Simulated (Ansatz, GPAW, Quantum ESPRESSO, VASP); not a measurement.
Code comparison for CsGeI3 (P1, 5 atoms in the cell)

Self-consistent single point.

```xyz
5
Lattice="4.3534 -4.2242 0.0000 4.3534 4.2242 0.0000 -0.3243 0.0000 6.1195" Properties=species:S:1:pos:R:3 pbc="T T T"
Cs     7.7328    -0.0072     3.6105
Ge     3.1925     0.0025     0.8175
I      3.4086     0.0048     3.5413
I      5.7351    -2.1721     0.5736
I      5.7776     2.1720     0.5630
```

Shared settings, as Ansatz (an electronic-structure program) writes them: kpoints.mp_grid.grid = 1 1 1; scf.occupations.method = fixed. Potentials and cutoffs stand in the table.

```json
[
 {"code": "VASP", "model": "PBEsol, VASP's PBE PAW potentials (set 64)", "pressure (GPa)": "-0.47", "largest force (eV/Å)": "2.251", "cutoff": "300 eV"},
 {"code": "Ansatz", "model": "PBEsol, PAW files made with PBE", "pressure (GPa)": "-0.38", "largest force (eV/Å)": "2.239", "cutoff": "420 eV"},
 {"code": "GPAW", "model": "PBEsol, GPAW PAW datasets PBEsol (made by gpaw-setup)", "pressure (GPa)": "-0.29", "largest force (eV/Å)": "2.257", "cutoff": "600 eV"},
 {"code": "Quantum ESPRESSO", "model": "PBEsol, GBRV 1.5 ultrasoft (PBESOL) pseudopotentials", "pressure (GPa)": "-0.39", "largest force (eV/Å)": "2.248", "cutoff": "50 Ry"}
]
```

Size of the force on each atom (eV/Å): Sizes of forces hide their directions.

| code | Cs1 | Ge2 | I3 | I4 | I5 |
|---|---|---|---|---|---|
| VASP | 0.021 | 2.251 | 0.761 | 0.800 | 0.863 |
| Ansatz | 0.022 | 2.239 | 0.756 | 0.795 | 0.859 |
| GPAW | 0.023 | 2.257 | 0.770 | 0.807 | 0.874 |
| Quantum ESPRESSO | 0.021 | 2.248 | 0.760 | 0.800 | 0.864 |

On Ansatz's run: spin-orbit coupling is off.

The spread over the programs that give each value: pressure within 0.18 GPa; largest force within 0.018 eV/Å.

Ansatz's pressure is given at a fixed set of plane waves, as the other plane-wave codes print theirs.

On the base mesh (2 2 2) the same programs gave: Ansatz pressure 0.44 GPa, gap on the mesh 0.957 eV; GPAW pressure 0.50 GPa; Quantum ESPRESSO pressure 0.43 GPa, gap on the mesh 0.950 eV; VASP pressure 0.31 GPa.

The values differ from the base mesh's, so the mesh still matters here: the table compares the programs at equal settings.

VASP's run is marked for a possible Pulay error in its stress at this cutoff; no cutoff test was made.

VASP ran the fixed occupations as a Gaussian smearing of 0.01 eV.

The starting cell comes from a database of computed structures (which also holds hypothetical and non-ambient phases and stackings), without a prior relaxation at this level. Its atoms were displaced at random from the sites of space group no. 8.

Left out of this page: ABINIT (not drawn, or without a comparable value); CP2K (on another mesh).

Keys are those of Ansatz 0.2.
